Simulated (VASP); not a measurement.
Data:

```yaml
crystal:
  lattice:
    - [0.00000, 1.97214, 1.97214]
    - [1.97214, 0.00000, 1.97214]
    - [1.97214, 1.97214, 0.00000]
  atoms:
    - { symbol: Pt, position: [0.00000, 0.00000, 0.00000] }
```

The numbers are results of TPSS meta-GGA, VASP's PBE PAW potentials (set 64) (plane waves; VASP 6.6.1), not measurements. Run with 520 eV cut-off, 18×18×18 Γ-centred mesh, tetrahedra with Blöchl corrections, potentials Pt.

Unless said otherwise, spin-orbit coupling is left out, though it shifts the bands of the heavy elements here.

Task: Estimate the energy per atom (σ→0), band gap (over mesh and band path) with the smallest direct gap where there is one.

Result: 
```json
{
 "band gap (over mesh and band path)": "none (metal, semimetal or under 0.01 eV)",
 "energy per atom (σ→0)": "-6.655 eV/atom"
}
```

The absolute energy has meaning only against runs of the same code, potentials and settings.

The compound is Pt in the fcc structure. It was relaxed first.
